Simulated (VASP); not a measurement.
An input for Ansatz (written as the equivalent of a VASP run, and not itself run):

Ansatz 0.2 input:
```yaml
crystal:
  lattice:
    - [2.9399730, 0.0000000, 0.0000000]
    - [0.0000000, 2.9399730, 0.0000000]
    - [0.0000000, 0.0000000, 2.9399730]
  atoms:
    - { symbol: Al, position: [0.5000000, 0.5000000, 0.5000000] }
    - { symbol: Fe, position: [0.0000000, 0.0000000, 0.0000000] }
kpoints:
  mp_grid: { grid: [15, 15, 15] }
hamiltonian:
  xc: pbesol
  pseudopotentials: { kind: paw }
scf:
  occupations: { method: fermi_dirac, width: 0.05 }
  max_iter: 100
output: { forces: true, stress: true, eigenvalues: true }
```

Q: Write the VASP files for the same calculation (PBEsol).

A: One answer among several that fit: 
**INCAR**
```
SYSTEM = FeAl
PREC = Accurate
ENCUT = 300
EDIFF = 1E-6
NELM = 100
ALGO = Normal
LREAL = .FALSE.
LASPH = .TRUE.
ISMEAR = -1
SIGMA = 0.05
GGA = PS
LMAXMIX = 4
LWAVE = .FALSE.
LCHARG = .FALSE.
ISIF = 2
```

**POSCAR**
```
FeAl
1
    2.9399730000     0.0000000000     0.0000000000
    0.0000000000     2.9399730000     0.0000000000
    0.0000000000     0.0000000000     2.9399730000
Al Fe
1 1
Direct
  0.5000000000   0.5000000000   0.5000000000
  0.0000000000   0.0000000000   0.0000000000
```

**KPOINTS**
```
Automatic mesh
0
Gamma
15 15 15
0 0 0
```

POTCAR, in this order: Al Fe (PBE.64 set). Program: vasp_std.

What does not carry over: each code has its own PAW files, so the cut-off isn't converted (ENCUT is set for VASP's; basis.ecutwfc is left out, and Ansatz then takes the one that its files recommend); Ansatz stops its SCF on the density residual and VASP on the energy change (EDIFF).

The structure is a typed FeAl crystal. The cell was not relaxed at this level.
